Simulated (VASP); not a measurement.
Method: PBE GGA, VASP's PBE PAW potentials (set 64) (plane waves; VASP).

Gaps are without spin-orbit coupling.

| Quantity | Value |
|---|---|
| volume per atom | 29.51 Å³/atom |
| band gap (over mesh and band path) | 2.19 eV |
| smallest direct gap (over mesh and band path) | 2.19 eV |
| Hill bulk modulus | 22.7 GPa |
| Hill shear modulus | 8.2 GPa |

### Question
Which relaxed crystal gives these values?
(A) TlCl, Pm-3m (221)
(B) KZnF3, Pm-3m (221)
(C) SnO, P4/nmm (129)
(D) NaH, Fm-3m (225)

### Answer
A, TlCl, Pm-3m (221)
